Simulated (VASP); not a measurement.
Input:

```yaml
crystal:
  lattice:
    - [4.74670, 0.00000, 0.00000]
    - [0.00000, 4.74670, 0.00000]
    - [0.00000, 0.00000, 3.17035]
  atoms:
    - { symbol: Zn, position: [0.00000, 0.00000, 0.00000] }
    - { symbol: Zn, position: [0.50000, 0.50000, 0.50000] }
    - { symbol: F, position: [0.30294, 0.30294, 0.00000] }
    - { symbol: F, position: [0.80294, 0.19706, 0.50000] }
    - { symbol: F, position: [0.19706, 0.80294, 0.50000] }
    - { symbol: F, position: [0.69706, 0.69706, 0.00000] }
```

Method: optB88-vdW, VASP's PBE PAW potentials (set 64) (plane waves; VASP 6.6.1). Settings: 520 eV cut-off, 4×4×6 Γ-centred mesh, Gaussian smearing of 0.050 eV, potentials Zn F.

Task: Predict the energy per atom (σ→0), band gap (on the k-mesh) with the smallest direct gap where there is one.

Result: 
```yaml
band gap (on the k-mesh): 3.50 eV
smallest direct gap (on the k-mesh): 3.50 eV
energy per atom (σ→0): -1.620 eV/atom
```

The absolute energy has meaning only against runs of the same code, potentials and settings.

The compound is ZnF2 in the rutile structure. It was relaxed first. The start is the result of an earlier pass.
